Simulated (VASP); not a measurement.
Input:

```yaml
crystal:
  lattice:
    - [3.09790, 0.00000, 0.00000]
    - [0.00000, 3.09790, 0.00000]
    - [0.00000, 0.00000, 3.09790]
  atoms:
    - { symbol: Zn, position: [0.50000, 0.50000, 0.50000] }
    - { symbol: Au, position: [0.00000, 0.00000, 0.00000] }
```

Method: rev-vdW-DF2, VASP's PBE PAW potentials (set 64) (plane waves; VASP 6.6.1). Run with 520 eV cut-off, 12×12×12 Γ-centred mesh, first-order Methfessel-Paxton smearing of 0.10 eV, potentials Zn Au.

Task: Give the stress tensor in GPa (positive for a compressed cell).

Result: 
```
9.46  0.00  0.00
0.00  9.46  0.00
0.00  0.00  9.46
```
The pressure is its mean diagonal, 9.46 GPa.

The compound is AuZn in the CsCl type structure. This cell is one point of a volume scan, at 0.94 of the reference volume. The electron count is odd and the run is not spin-polarised, which forces a metal.
